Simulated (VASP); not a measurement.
Computed with PBEsol GGA, VASP's PBE PAW potentials (set 64) (plane waves; VASP 6.6.1).

A VASP calculation is set up with these files.

**KPOINTS**
```
Automatic mesh
0
Gamma
11 11 3
0 0 0
```

### INCAR
```
GGA=PS   # PBEsol
PREC=Accurate
NSW=60   # most ionic steps
LMAXMIX=4   # l cut-off of mixed one-centre charges
ISIF=3
SYSTEM=Nb3VN4
ENCUT=520
IBRION=2
LREAL=.FALSE.   # projection in real space or not
LCHARG=.FALSE.
ISMEAR=1
LWAVE=.FALSE.
SIGMA=0.1   # width (eV)
LASPH=.TRUE.   # aspherical one-centre terms
EDIFF=1E-6   # SCF stop (eV)
NELM=100
EDIFFG=-0.02
ALGO=Normal
```

POSCAR:
```
Nb3VN4
1
    0.0000000000     2.1555587112     2.1555587112
    2.1555587112     0.0000000000     2.1555587112
    8.6169411368     8.6169411368     0.0052937079
V N Nb
1 4 3
Direct
  0.0000000000   0.0000000000   0.0000000000
  0.5171015901   0.5171015901   0.1121738074
  0.5067400965   0.5067400965   0.3699449276
  0.4932599035   0.4932599035   0.6300550724
  0.4828984099   0.4828984099   0.8878261926
  0.0124041442   0.0124041442   0.2406968918
  0.0000000000   0.0000000000   0.5000000000
  0.9875958558   0.9875958558   0.7593031082
```

POTCAR, in this order: V_sv N Nb_sv (PBE.64 set). Program: vasp_std.

Q: What will the output report for the number of irreducible k-points (NKPTS), number of bands (NBANDS), largest plane-wave count, number of space-group operations, FFT grid (NGX, NGY, NGZ)?

A: 
* **number of irreducible k-points (NKPTS)**: 102
* **number of bands (NBANDS)**: 43
* **largest plane-wave count**: 2170
* **number of space-group operations**: 12
* **FFT grid (NGX, NGY, NGZ)**: 24 × 24 × 96

The structure was generated: Nb3VN4 was put into an ordered model structure (R-3m), which need not be its known phase. This run relaxes it. Symmetry was kept, so distortions that lower it aren't found. The start is the result of an earlier pass. The run is not spin-polarised, so no magnetic state was tried. VASP warned that the highest band is occupied, so more bands are needed.
